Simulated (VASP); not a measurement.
Given:

```
CELL_PARAMETERS angstrom
      1.14500    -1.98320     0.00000
      1.14500     1.98320     0.00000
      0.00000     0.00000     3.58000
ATOMIC_POSITIONS crystal
  Be 0.33333 0.66667 0.25000
  Be 0.66667 0.33333 0.75000
```

All values below come from PBE GGA, VASP's PBE PAW potentials (set 64) (plane waves; VASP). Settings: 400 eV cut-off, 16×16×9 Γ-centred mesh, first-order Methfessel-Paxton smearing of 0.10 eV, potentials Be.

Energy and stress use the plane-wave basis of the starting cell.

Problem. The ions, cell shape and volume are relaxed. What does this cell relax into?

Solution. 
```
CELL_PARAMETERS angstrom
      1.13335    -1.96302     0.00000
      1.13335     1.96302     0.00000
      0.00000     0.00000     3.55749
ATOMIC_POSITIONS crystal
  Be 0.33333 0.66667 0.25000
  Be 0.66667 0.33333 0.75000
```
Space group P6_3/mmc (194), at a tolerance of 0.03 Å.

Problem. How do energy and volume change from the first to the last step?

Solution. The energy (σ→0) changes by -2.1 meV/atom and the volume by -2.6 %, in 5 ionic steps.

The compound is Be in the hcp structure. This run relaxes it. Symmetry was kept, so distortions that lower it aren't found.
